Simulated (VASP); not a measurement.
Consider the following.

```yaml
crystal:
  lattice:
    - [3.18288, 0.00000, 0.00000]
    - [0.00000, 3.18288, 0.00000]
    - [0.00000, 0.00000, 3.18288]
  atoms:
    - { symbol: Ta, position: [0.00000, 0.00000, 0.00000] }
    - { symbol: As, position: [0.50000, 0.50000, 0.50000] }
```

Calculation: PBEsol GGA, VASP's PBE PAW potentials (set 64) (plane waves; VASP). Numerical set-up: 400 eV cut-off, Gaussian smearing of 0.050 eV, potentials Ta_pv As.

Q: Give the energies of bands 5 to 11 at the high-symmetry points, in eV from the Fermi level.

A: 
```tsv
band	Γ	X	M	R
5	-3.19	-8.50	-4.97	-6.63
6	-3.19	-2.45	-4.97	-6.63
7	0.01	-2.45	-3.36	-6.63
8	0.01	-2.17	0.04	3.01
9	0.01	2.49	0.04	3.01
10	2.12	3.81	2.02	3.01
11	2.12	5.66	2.39	4.39
```

It has no gap at this level: it comes out as a metal or semimetal.

The structure was generated: TaAs was put into the CsCl type type (Pm-3m), which need not be its known phase. It was relaxed first, which changed the volume by -39 %.
